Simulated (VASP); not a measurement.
Input:

```xyz
6
Lattice="-2.5128 2.5128 4.8766 2.5128 -2.5128 4.8766 2.5128 2.5128 -4.8766" Properties=species:S:1:pos:R:3 pbc="T T T"
Ge     0.0000     0.0000     4.8766
Ge     2.5128     0.0000     2.4383
S      0.0000     0.0000     2.6554
S      2.5128     0.0000     0.2171
S      2.5128     0.0000     4.6595
S      0.0000     0.0000     7.0978
```

All values below come from PBEsol GGA, VASP's PBE PAW potentials (set 64) (plane waves; VASP 6.6.1). Run with 400 eV cut-off, 7×7×7 Γ-centred mesh, tetrahedra with Blöchl corrections, potentials Ge_d S.

### Question
Tabulate the total density of states (states/eV per cell) against energy (eV; zero at the valence-band maximum or, without a gap, the Fermi level).

### Answer

```
E (eV) | DOS (states/eV)
   -10.00 |  0.00
    -9.42 |  0.00
    -8.85 | ################ 2.86
    -8.27 | ##### 0.93
    -7.70 | ##### 0.92
    -7.12 | ##### 0.96
    -6.55 | ######## 1.42
    -5.98 | ##### 0.84
    -5.40 | ########## 1.82
    -4.83 | ############## 2.48
    -4.25 | ############## 2.40
    -3.68 | ###################### 3.75
    -3.10 | ################# 2.99
    -2.41 | ##################### 3.61
    -1.84 | ####################### 3.94
    -1.27 | ######################## 4.19
    -0.69 | ############################## 5.22
    -0.12 | ########### 1.88
     0.46 |  0.08
     1.03 | ############ 2.01
     1.61 | ######### 1.58
     2.18 | ########## 1.70
     2.76 | ######### 1.55
     3.33 | ###### 1.08
     3.90 | ######### 1.53
```
Within 2 eV below the valence-band maximum the largest weight inside VASP's projection spheres is S p.

The structure was generated: GeS2 was put into the anatase type (I4_1/amd), which need not be its known phase. It was relaxed first.
